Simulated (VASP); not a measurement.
# Hg3Se2S (C2) in VASP: notebook

One crystal, Hg3Se2S, is run at these levels: LDA; tasks: single point.

All numbers are computed with VASP 6.6.1; they aren't measurements. Logs are shortened: lines on timing, memory, paths and dates and some standing lists are left out, and cuts for length are marked.

**1. The crystal as given**

The structure is monoclinic, space group C2 (No. 5). The conventional cell has a = 6.877 Å, b = 3.997 Å, c = 9.341 Å, α = 90.00°, β = 90.06°, γ = 90.00°. Around Hg (site symmetry 2) lie 4 Se at 2.53 to 2.81 Å. Around Hg (site symmetry 1) lie 2 S at 2.42 to 2.77 Å and 1 Se at 2.52 Å. S (site symmetry 2) is surrounded by 4 Hg at 2.42 to 2.77 Å. Around Se (site symmetry 1) lie 4 Hg at 2.52 to 2.83 Å.

The cell was built by a generator and needn't be a form met in nature.

**2. Single point, LDA**

The input, INCAR:

```
SYSTEM = Hg3Se2S
PREC = Accurate ; ENCUT = 520
EDIFF = 1E-6 ; ISMEAR = 0
SIGMA = 0.03 ; LREAL = .False.
LASPH = .True. ; NELM = 100
ALGO = Fast ; ISIF = 2
LWAVE = .False. ; LCHARG = .True.
LELF = .True. ; LVHAR = .True.
NBANDS = 36
```

The input, KPOINTS:

```
Automatic mesh
0
Gamma
  10 10 4
  0 0 0
```

The input, POSCAR:

```
Hg3Se2S
1.0
    3.9770891707      0.0117088315     -0.0016585979
   -1.9784049299      3.4501143897      0.0016585979
   -0.0040002063      0.0023095198      9.3412876019
Hg S Se
3 1 2
Direct
    0.6670856580      0.6670856580      0.0000000000
    0.3388531764      0.0013628367      0.6593180587
    0.0013628367      0.3388531764      0.3406819413
    0.5477500641      0.5477500641      0.5000000000
    0.4386029755      0.0063452891      0.1707151920
    0.0063452891      0.4386029755      0.8292848080
```

Potentials or basis: VASP PAW LDA potentials, release 64 (Hg, S, Se).

Launch:

```sh
$ cat potpaw_LDA.64/Hg/POTCAR potpaw_LDA.64/S/POTCAR potpaw_LDA.64/Se/POTCAR > POTCAR
$ mpirun -np 1 vasp_std > vasp.out
```

OUTCAR:

```text
SYSTEM = Hg3Se2S
   PREC = Accurate
   ENCUT = 520
   EDIFF = 1E-6
   ISMEAR = 0
   LREAL = .False.
   LASPH = .True.
   NELM = 100
   ISIF = 2

 ion  position               nearest neighbor table
   1  0.667  0.667  0.000-   6 2.53   5 2.53   6 2.81   5 2.81   5 3.11   6 3.11
   2  0.339  0.001  0.659-   4 2.42   6 2.52   4 2.77   6 2.83   6 3.09   4 3.12   3 3.76   3 3.76
                             3 3.77
   3  0.001  0.339  0.341-   4 2.42   5 2.52   4 2.77   5 2.83   5 3.09   4 3.12   2 3.76   2 3.76
                             2 3.77
   4  0.548  0.548  0.500-   3 2.42   2 2.42   3 2.77   2 2.77   2 3.12   3 3.12
   5  0.439  0.006  0.171-   3 2.52   1 2.53   1 2.81   3 2.83   3 3.09   1 3.11
   6  0.006  0.439  0.829-   2 2.52   1 2.53   1 2.81   2 2.83   2 3.09   1 3.11

  LATTYP: Found a base centered monoclinic cell.
 ALAT       =     6.8768127624
 B/A-ratio  =     0.5812822177
 C/A-ratio  =     1.3583747394
 COS(beta)  =    -0.0009768496

  Lattice vectors:

 A1 = (   1.9784049299,  -3.4501143897,  -0.0016585979)
 A2 = (   3.9770891707,   0.0117088315,  -0.0016585979)
 A3 = (  -0.0040002063,   0.0023095198,   9.3412876019)

Analysis of symmetry for initial positions (statically):
=====================================================================
 Subroutine PRICEL returns:
 Original cell was already a primitive cell.

 Routine SETGRP: Setting up the symmetry group for a
 base centered monoclinic supercell.

 Subroutine GETGRP returns: Found  2 space group operations
 (whereof  2 operations were pure point group operations)
 out of a pool of  4 trial point group operations.

The static configuration has the point symmetry C_2 .

Analysis of symmetry for dynamics (positions and initial velocities):
=====================================================================
 Subroutine PRICEL returns:
 Original cell was already a primitive cell.

 Routine SETGRP: Setting up the symmetry group for a
 base centered monoclinic supercell.

 Subroutine GETGRP returns: Found  2 space group operations
 (whereof  2 operations were pure point group operations)
 out of a pool of  4 trial point group operations.

The dynamic configuration has the point symmetry C_2 .

 Subroutine INISYM returns: Found  2 space group operations
 (whereof  2 operations are pure point group operations),
 and found     1 'primitive' translations

----------------------------------------------------------------------------------------

                                     Primitive cell

  volume of cell :     128.3920

  direct lattice vectors                    reciprocal lattice vectors
     3.977089171  0.011708831 -0.001658598     0.251016434  0.143940744  0.000071905
    -1.978404930  3.450114390  0.001658598    -0.000851917  0.289356980 -0.000071905
    -0.004000206  0.002309520  9.341287602     0.000044721 -0.000025819  0.107051649

  length of vectors
     3.977106752  3.977106752  9.341288744     0.289358243  0.289358243  0.107051661

  position of ions in fractional coordinates (direct lattice)
     0.667085658  0.667085658  0.000000000
     0.338853176  0.001362837  0.659318059
     0.001362837  0.338853176  0.340681941
     0.547750064  0.547750064  0.500000000
     0.438602975  0.006345289  0.170715192
     0.006345289  0.438602975  0.829284808

  ion indices of the primitive-cell ions
   primitive index   ion index
                 1           1
                 2           2
                 3           3
                 4           4
                 5           5
                 6           6

----------------------------------------------------------------------------------------

 KPOINTS: Automatic mesh

Automatic generation of k-mesh.
 Grid dimensions read from file:
 generate k-points for:   10   10    4

 Generating k-lattice:

  Cartesian coordinates                     Fractional coordinates (reciprocal lattice)
     0.025101643  0.014394074  0.000007190     0.100000000 -0.000000000 -0.000000000
    -0.000085192  0.028935698 -0.000007190    -0.000000000  0.100000000 -0.000000000
     0.000011180 -0.000006455  0.026762912     0.000000000  0.000000000  0.250000000

  Length of vectors
     0.028935824  0.028935824  0.026762915

  Shift w.r.t. Gamma in fractional coordinates (k-lattice)
     0.000000000  0.000000000  0.000000000

 Subroutine IBZKPT returns following result:
 ===========================================

 Found    117 irreducible k-points:

 Following reciprocal coordinates:
            Coordinates               Weight
  0.000000  0.000000  0.000000      1.000000
  0.100000 -0.000000  0.000000      4.000000
  0.200000 -0.000000  0.000000      4.000000
  0.300000 -0.000000  0.000000      4.000000
  0.400000  0.000000  0.000000      4.000000
  0.500000 -0.000000  0.000000      2.000000
[... 16 lines left out ...]
  0.300000  0.300000  0.000000      2.000000
  0.400000  0.300000  0.000000      4.000000
 [... further k-points ...]
   k-points           NKPTS =    117   k-points in BZ     NKDIM =    117   number of bands    NBANDS=     36
   number of dos      NEDOS =    301   number of ions     NIONS =      6
   total plane-waves  NPLWV =  63000
   dimension x,y,z NGX =    30 NGY =   30 NGZ =   70
   dimension x,y,z NGXF=    60 NGYF=   60 NGZF=  140
   ions per type =               3   1   2
   NGX,Y,Z   is equivalent  to a cutoff of  12.54, 12.54, 12.46 a.u.
   NGXF,Y,Z  is equivalent  to a cutoff of  25.08, 25.08, 24.92 a.u.
 SYSTEM =  Hg3Se2S
   PREC   = accura    normal or accurate (medium, high low for compatibility)
   ISTART =      0    job   : 0-new  1-cont  2-samecut
   ICHARG =      2    charge: 1-file 2-atom 10-const
   ISPIN  =      1    spin polarized calculation?
   LNONCOLLINEAR =      F non collinear calculations
   LSORBIT =      F    spin-orbit coupling
   LASPH  =      T    aspherical Exc in radial PAW
   ENCUT  =  520.0 eV  38.22 Ry    6.18 a.u.   7.39  7.39 17.37*2*pi/ulx,y,z
   NELM   =    100;   NELMIN=  2; NELMDL= -5     # of ELM steps
   EDIFF  = 0.1E-05   stopping-criterion for ELM
[... 8 lines left out ...]
   TEBEG  =    0.0;   TEEND  =   0.0 temperature during run
   PSTRESS=    0.0 pullay stress
   NELECT =      54.0000    total number of electrons
   NUPDOWN=      -1.0000    fix difference up-down
   EMIN   =  10.00;   EMAX   =-10.00  energy-range for DOS
   EFERMI =   0.00;   METHOD = LEGACY
   ISMEAR =     0;   SIGMA  =   0.03  broadening in eV -4-tet -1-fermi 0-gaus
   EFERMI_NEDOS =   21; number of points for ismear=-14 and -15
   IALGO  =     68    algorithm
   IMIX   =      4    mixing-type and parameters
     AMIX     =   0.40;   BMIX     =  1.00
     AMIX_MAG =   1.60;   BMIX_MAG =  1.00
  volume/ion in A,a.u.               =      21.40       144.41
  Fermi-wavevector in a.u.,A,eV,Ry     =   1.226573  2.317887 20.469712  1.504481
  Thomas-Fermi vector in A             =   2.361569
   LORBIT       =      0    0 simple, 1 ext, 2 COOP (PROOUT), +10 PAW based schemes
   GGA     = CA    functional components
   LHFCALC =     F    Hartree Fock is set to
   AEXX    =    0.0000 exact exchange contribution
   IVDW    =     0    specifies the selected vdW correction
   LEPSILON=     F    determine dielectric tensor
   LRPA    =     F    only Hartree local field effects (RPA)
 non-spin polarized calculation
 RMM-DIIS sequential band-by-band and
 Gauss-broadening in eV      SIGMA  =   0.03
  energy-cutoff  :      520.00
  volume of cell :      128.39
 maximum number of plane-waves:      3496
 NGX is ok and might be reduce to    30
   NGX = 15   NGY = 15   NGZ = 35

 number of electron      54.0000002 magnetization

 Free energy of the ion-electron system (eV)
  ---------------------------------------------------
  ext. energy  EPLUGINS =         0.00000000
  ---------------------------------------------------
  free energy    TOTEN  =       -16.67388111 eV

  energy without entropy =      -16.67388111  energy(sigma->0) =      -16.67388111

 E-fermi :   4.0134     XC(G=0): -10.8560

 val. band max:        3.8801858665   @ k =  -0.0000   0.0000   0.5000
 cond. band min:       4.1492536582   @ k =   0.5000   0.5000  -0.0000
 fundamental gap:      0.2690677916
 Fermi energy:         4.0133968465

 k-point     1 :       0.0000    0.0000    0.0000
  band No.  band energies     occupation
      1     -10.5559      2.00000
      2      -9.6175      2.00000
      3      -9.4316      2.00000
      4      -4.1234      2.00000
      5      -3.9196      2.00000
      6      -3.8012      2.00000
[... 28 lines left out ...]
     35       9.7120      0.00000
     36      10.5526      0.00000

 k-point     2 :       0.1000   -0.0000    0.0000
  band No.  band energies     occupation
      1     -10.4814      2.00000
      2      -9.5877      2.00000
      3      -9.4120      2.00000
      4      -4.1488      2.00000
      5      -4.0039      2.00000
      6      -3.8021      2.00000
[... 28 lines left out ...]
     35      10.0697      0.00000
     36      11.0387      0.00000

 k-point     3 :       0.2000   -0.0000    0.0000
  band No.  band energies     occupation
      1     -10.2738      2.00000
      2      -9.5150      2.00000
      3      -9.3563      2.00000
      4      -4.1630      2.00000
      5      -4.0440      2.00000
      6      -3.7755      2.00000
[... 28 lines left out ...]
     35      10.0920      0.00000
     36      10.6629      0.00000

 k-point     4 :       0.3000   -0.0000    0.0000
  band No.  band energies     occupation
      1      -9.9857      2.00000
      2      -9.4463      2.00000
      3      -9.2687      2.00000
      4      -4.1411      2.00000
      5      -4.0269      2.00000
      6      -3.7396      2.00000
[... 28 lines left out ...]
     35      10.4985      0.00000
     36      10.8935      0.00000

 k-point     5 :       0.4000    0.0000    0.0000
  band No.  band energies     occupation
      1      -9.7167      2.00000
      2      -9.4083      2.00000
      3      -9.1845      2.00000
      4      -4.0906      2.00000
      5      -3.9927      2.00000
      6      -3.7555      2.00000
[... 655 lines left out ...]
 k-point    22 :      -0.2000    0.2000   -0.0000
  band No.  band energies     occupation
      1     -10.2646      2.00000
      2      -9.5461      2.00000
      3      -9.3229      2.00000
      4      -4.1990      2.00000
      5      -4.0046      2.00000
      6      -3.7991      2.00000
[... 28 lines left out ...]
     35      10.0286      0.00000
     36      10.6651      0.00000

 k-point    23 :       0.3000    0.3000    0.0000
  band No.  band energies     occupation
      1      -9.4729      2.00000
      2      -9.2974      2.00000
      3      -9.2158      2.00000
      4      -4.0477      2.00000
      5      -4.0138      2.00000
      6      -3.5788      2.00000
[... 28 lines left out ...]
     35      10.8184      0.00000
     36      10.9906      0.00000

 k-point    24 :       0.4000    0.3000    0.0000
  band No.  band energies     occupation
      1      -9.4577      2.00000
      2      -9.3309      2.00000
      3      -9.1878      2.00000
      4      -4.0980      2.00000
      5      -3.9595      2.00000
      6      -3.5958      2.00000
[... 28 lines left out ...]
     35      10.8252      0.00000
     36      10.8873      0.00000

 [... further k-points ...]
[... 5 lines left out ...]
  --------------------------------------------------------------------------------------
  -------------------------------------------------------------------------------------
  Total        4.4423306      4.4418840      4.5436442     -0.0003867     -0.0031195      0.0054032
  in kB       55.4349201     55.4293476     56.6991916     -0.0048259     -0.0389276      0.0674251
  external PRESSURE =      55.8544864 kB  Pullay stress =       0.0000000 kB

 VOLUME and BASIS-vectors are now :
 -----------------------------------------------------------------------------
  energy-cutoff  :      520.00
  volume of cell :      128.39
      direct lattice vectors                 reciprocal lattice vectors
     3.977089171  0.011708831 -0.001658598     0.251016434  0.143940744  0.000071905
    -1.978404930  3.450114390  0.001658598    -0.000851917  0.289356980 -0.000071905
    -0.004000206  0.002309520  9.341287602     0.000044721 -0.000025819  0.107051649

 POSITION                                       TOTAL-FORCE (eV/Angst)
 -----------------------------------------------------------------------------------
      1.33329      2.30933      0.00000        -0.005042     -0.008733     -0.000000
      1.34232      0.01019      6.15832         0.013078      0.000652     -0.003892
     -0.66633      1.16988      3.18297        -0.005974      0.011652      0.003892
      1.09278      1.89737      4.67064         0.049328      0.085439     -0.000000
      1.73113      0.02742      1.59398        -0.094499     -0.004781     -0.003756
     -0.84582      1.51522      7.74730         0.043109     -0.084229      0.003756
 -----------------------------------------------------------------------------------
    total drift:                                0.000100      0.000173      0.000000

  FREE ENERGIE OF THE ION-ELECTRON SYSTEM (eV)
  ---------------------------------------------------
  free  energy   TOTEN  =       -16.6738811056 eV

  energy  without entropy=      -16.6738811056  energy(sigma->0) =      -16.67388111
```

It took 3.6 min on 1 thread of Intel Xeon 6975P-C (Granite Rapids), shared host; peak memory 0.54 GiB.

Results:

* Free energy: -16.6739 eV
* Pressure: 5.6 GPa
* Largest force: 0.099 eV/Å
* Band gap on the k mesh: 0.27 eV, indirect (least direct gap 0.65 eV)

Forces in eV/Å, atoms in the order of the input:
```
Hg  -0.005 -0.009  0.000
Hg   0.013  0.001 -0.004
Hg  -0.006  0.012  0.004
S    0.049  0.085  0.000
Se  -0.094 -0.005 -0.004
Se   0.043 -0.084  0.004
```

Stress tensor (GPa, compression positive):
```
5.54 0.00 0.01
0.00 5.54 0.00
0.01 0.00 5.67
```

Levels at points of the mesh, in eV from the valence-band top:
```csv
k point,band 23,band 24,band 25,band 26,band 27,band 28,band 29,band 30,band 31,band 32
"(0.00, 0.00, 0.00)",-1.53,-1.38,-0.72,-0.21,-0.18,0.47,2.55,2.64,4.78,4.96
"(0.50, 0.00, 0.00)",-3.02,-2.86,-1.67,-1.12,-1.01,0.36,2.00,2.31,3.38,5.27
"(0.50, 0.50, 0.00)",-3.10,-2.77,-1.80,-1.27,-0.88,0.27,2.02,2.46,3.36,5.07
"(0.00, 0.00, 0.50)",-1.66,-1.32,-0.34,-0.11,0.00,1.47,1.58,2.31,4.67,5.14
"(0.50, 0.00, 0.50)",-2.91,-2.50,-2.25,-1.03,-0.98,0.94,1.41,2.57,4.12,4.67
"(0.50, 0.50, 0.50)",-3.15,-2.57,-2.23,-1.00,-0.88,1.05,1.21,2.45,4.16,4.80
```

Caveat: spin-orbit coupling is left out, which moves the levels of the heavy elements.

**3. Single point, LDA**

This run uses another cell than the first one, of 20.06 Å³/atom, 0.937 times its volume.

The input, INCAR:

```
ALGO = Fast ; EDIFF = 1E-6
ENCUT = 520 ; GGA = CA
ISIF = 2 ; ISMEAR = 0
LASPH = True ; LCHARG = False
LREAL = False ; LWAVE = False
NBANDS = 36 ; NELM = 100
PREC = Accurate ; SIGMA = 0.03
```

The input, KPOINTS:

```
k-points
0
Gamma
  9 9 4
```

The input, POSCAR:

```
Hg3Se2S
1.0
    3.8576283749      0.0048705830     -0.0008720113
   -1.9245966137      3.3432391891      0.0008720113
   -0.0020404505      0.0011780544      9.3238446922
Hg S Se
3 1 2
Direct
    0.6761169049      0.6761169049      0.0000000000
    0.3301129546     -0.0000940197      0.6584846803
   -0.0000940197      0.3301129546      0.3415153197
    0.5835727132      0.5835727132      0.5000000000
    0.4045074214      0.0057840254      0.1705594747
    0.0057840254      0.4045074214      0.8294405253
```

Potentials or basis: VASP PAW LDA potentials, release 64 (Hg, S, Se).

Launch:

```sh
$ cat potpaw_LDA.64/Hg/POTCAR potpaw_LDA.64/S/POTCAR potpaw_LDA.64/Se/POTCAR > POTCAR
$ mpirun -np 1 vasp_std > vasp.out
```

It took 6.3 min on 1 thread of Intel Xeon Platinum 8259CL at 2.50GHz (Skylake/Cascade Lake), shared host; peak memory 0.46 GiB.

It converged, with:

* Free energy: -16.3157 eV
* Pressure: 9.6 GPa
* Largest force: 0.080 eV/Å
* Band gap on the k mesh: none (metal or under the smearing width)

Forces in eV/Å, atoms in the order of the input:
```
Hg   0.001  0.001  0.000
Hg   0.001 -0.001 -0.003
Hg  -0.001  0.000  0.003
S    0.040  0.069  0.000
Se  -0.072 -0.004 -0.001
Se   0.032 -0.065  0.001
```

Stress tensor (GPa, compression positive):
```
9.60 0.00 0.01
0.00 9.60 0.00
0.01 0.00 9.68
```

Levels at points of the mesh, in eV from the Fermi level:
| k point | band 23 | band 24 | band 25 | band 26 | band 27 | band 28 | band 29 | band 30 | band 31 | band 32 |
| --- | --- | --- | --- | --- | --- | --- | --- | --- | --- | --- |
| (0.00, 0.00, 0.00) | -1.61 | -1.11 | -0.78 | -0.21 | -0.20 | 0.36 | 2.55 | 2.74 | 5.12 | 5.31 |
| (0.00, 0.00, 0.50) | -1.55 | -1.22 | -0.61 | 0.10 | 0.18 | 1.48 | 1.56 | 2.35 | 4.96 | 5.00 |
